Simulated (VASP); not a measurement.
These are PBEsol GGA, VASP's PBE PAW potentials (set 64) (plane waves; VASP) values and carry that method's errors.

A VASP calculation is set up with these files.

INCAR:
```
SYSTEM = Mg(AlC)2
PREC = Accurate
ENCUT = 520
EDIFF = 1E-7
NELM = 100
ALGO = Normal
LREAL = .FALSE.
LASPH = .TRUE.
ISMEAR = 0
SIGMA = 0.01
GGA = PS
LWAVE = .FALSE.
LCHARG = .FALSE.
LOPTICS = .TRUE.
NBANDS = 36
NEDOS = 1001
CSHIFT = 0.1
```

**KPOINTS**
```
Automatic mesh
0
Gamma
14 14 7
0 0 0
```

File POSCAR:
```
Mg(AlC)2
1.0
  3.3757709079   0.0000000000   0.0000000000
 -1.6878854539   2.9235033288   0.0000000000
  0.0000000000   0.0000000000   5.7673839210
Mg Al C
1 2 2
Cart
  3.3757709079   0.0000000000   5.7673839210
  1.6878871419   0.9745001351   2.0190124910
 -0.0000016879   1.9490031937   3.7483714300
 -0.0000016879   1.9490031937   1.5529921391
  1.6878871419   0.9745001351   4.2143917819
```

POTCAR, in this order: Mg Al C (PBE.64 set). Program: vasp_std.

Output of the run:

File OSZICAR:
```
       N       E                     dE             d eps       ncg     rms          rms(c)
DAV:   1     0.193205448560E+02    0.19321E+02   -0.57237E+03 10696   0.379E+02
DAV:   2    -0.316863980528E+02   -0.51007E+02   -0.47906E+02 12696   0.912E+01
DAV:   3    -0.336948780376E+02   -0.20085E+01   -0.19775E+01 12844   0.144E+01
DAV:   4    -0.337093808445E+02   -0.14503E-01   -0.14500E-01 12316   0.136E+00
DAV:   5    -0.337095913226E+02   -0.21048E-03   -0.21047E-03 12404   0.168E-01    0.981E+00
DAV:   6    -0.297216863894E+02    0.39879E+01   -0.97535E-01 11488   0.723E+00    0.311E+00
DAV:   7    -0.296582019504E+02    0.63484E-01   -0.71664E-01 12700   0.267E+00    0.216E+00
DAV:   8    -0.296151423472E+02    0.43060E-01   -0.32119E-02 11968   0.692E-01    0.342E-01
DAV:   9    -0.296118390832E+02    0.33033E-02   -0.16601E-03 12556   0.226E-01    0.158E-01
DAV:  10    -0.296117897332E+02    0.49350E-04   -0.37645E-04 12196   0.642E-02    0.913E-02
DAV:  11    -0.296117744291E+02    0.15304E-04   -0.94945E-05 11900   0.393E-02    0.361E-02
DAV:  12    -0.296117595707E+02    0.14858E-04   -0.74575E-06 11484   0.142E-02    0.766E-03
DAV:  13    -0.296117596947E+02   -0.12396E-06   -0.30140E-06 12816   0.575E-03    0.178E-03
DAV:  14    -0.296117597229E+02   -0.28225E-07   -0.20420E-08  7196   0.706E-04
   1 F= -.29611760E+02 E0= -.29611760E+02  d E =-.633894E-14
 imaginary and real dielectric function
```

**OUTCAR**
```
------------------------ aborting loop because EDIFF is reached ----------------------------------------
  FORCE on cell =-STRESS in cart. coord.  units (eV):
  Direction    XX          YY          ZZ          XY          YZ          ZX
  --------------------------------------------------------------------------------------
  Total        0.0193219      0.0193219      0.0584028      0.0000000      0.0000000      0.0000000
  in kB        0.5438826      0.5438826      1.6439497      0.0000000      0.0000000      0.0000000
  external PRESSURE =       0.9105717 kB  Pullay stress =       0.0000000 kB
  volume of cell :       56.92
      direct lattice vectors                 reciprocal lattice vectors
     3.375770908  0.000000000  0.000000000     0.296228633  0.171027683  0.000000000
    -1.687885454  2.923503329  0.000000000     0.000000000  0.342055366  0.000000000
     0.000000000  0.000000000  5.767383921     0.000000000  0.000000000  0.173388839
 POSITION                                       TOTAL-FORCE (eV/Angst)
 -----------------------------------------------------------------------------------
      0.00000      0.00000      0.00000        -0.000000      0.000000      0.000000
      1.68789      0.97450      2.01901        -0.000000      0.000000     -0.011802
     -0.00000      1.94900      3.74837        -0.000000     -0.000000      0.011802
     -0.00000      1.94900      1.55299        -0.000000      0.000000     -0.010060
      1.68789      0.97450      4.21439         0.000000     -0.000000      0.010060
 -----------------------------------------------------------------------------------
    total drift:                                0.000000     -0.000000      0.000000
  FREE ENERGIE OF THE ION-ELECTRON SYSTEM (eV)
  ---------------------------------------------------
  free  energy   TOTEN  =       -29.6117597229 eV

  energy  without entropy=      -29.6117597229  energy(sigma->0) =      -29.61175972

 plasma frequency squared (from intraband transitions) (eV^2)
  --------------------------------------------------------------------------------------
       0.000       0.000       0.000
       0.000       0.000       0.000
       0.000       0.000       0.000

 plasma frequency squared (from interband transitions, int dw w eps(2)(w)) (eV^2)
  --------------------------------------------------------------------------------------
     333.498       0.000       0.000      -0.000       0.000      -0.000
       0.000       0.000     333.498       0.000       0.000       0.000
       0.000       0.000       0.000      -0.000     328.541       0.000
```
(Selected blocks of OUTCAR.)

The dielectric response may not be converged in the k-mesh; for small gaps it tends to come out too large.

The structure comes from a computed database's Al2MgC2 entry (P-3m1); how it stands against other phases isn't given here. It was relaxed first.
